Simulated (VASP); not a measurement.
All values below come from PBEsol GGA, VASP's PBE PAW potentials (set 64) (plane waves; VASP).

Input for VASP

KPOINTS:
```
Automatic mesh
0
Gamma
6 6 7
0 0 0
```

**POSCAR**
```
LaCu5
5.1423070
  1.0000000000   0.0000000000   0.0000000000
 -0.4999999028   0.8660255018   0.0000000000
  0.0000000000   0.0000000000   0.7943086634
La Cu
1 5
Direct
 -0.0005240000  -0.0046580000   0.0172500000
  0.0121420000   0.5169720000   0.5004040000
  0.4919070000  -0.0040560000   0.4928410000
  0.5005460000   0.4909200000   0.4926390000
  0.3284080000   0.6628010000   0.0058370000
  0.6675210000   0.3380200000  -0.0089720000
```

INCAR:
```
SYSTEM  =  LaCu5
PREC  =  Accurate; ENCUT  =  300; LREAL  =  .FALSE.
LASPH  =  .TRUE.
EDIFF  =  1E-6; NELM  =  100; ALGO  =  Normal
LMAXMIX  =  6
ISMEAR  =  -1; SIGMA  =  0.1
GGA  =  PS
ISIF  =  2
LWAVE  =  .FALSE.; LCHARG  =  .FALSE.
```

POTCAR, in this order: La Cu (PBE.64 set). Program: vasp_std.

At this cut-off the stress carries a Pulay error, which pulls relaxed volumes low.

Predict the energy per atom (σ→0), pressure, largest force, band gap (on the k-mesh).

- energy per atom (σ→0) = -4.603 eV/atom
- band gap (on the k-mesh) = none (metal, semimetal or under 0.01 eV)
- pressure = -4.12 GPa
- largest force = 0.475 eV/Å

File OSZICAR:
```
...
DAV:  17    -0.276801381065E+02    0.97300E-03   -0.15300E-03 18916   0.645E-01    0.128E-01
DAV:  18    -0.276793549531E+02    0.78315E-03   -0.37078E-03 18479   0.650E-01    0.276E-02
DAV:  19    -0.276793932149E+02   -0.38262E-04   -0.79328E-04 18050   0.277E-01    0.353E-02
DAV:  20    -0.276794038410E+02   -0.10626E-04   -0.91222E-05 19236   0.109E-01    0.240E-02
DAV:  21    -0.276794085760E+02   -0.47350E-05   -0.15048E-05 16043   0.528E-02    0.158E-02
DAV:  22    -0.276794115792E+02   -0.30032E-05   -0.18158E-05 17496   0.570E-02    0.542E-03
DAV:  23    -0.276794112383E+02    0.34095E-06   -0.17891E-06  8881   0.376E-02
   1 F= -.27679411E+02 E0= -.27618045E+02  d E =-.122732E+00
```

The structure comes from a computed database's LaCu5 entry (P6/mmm); how it stands against other phases isn't given here. The cell was not relaxed at this level, atoms are displaced from their ideal sites.
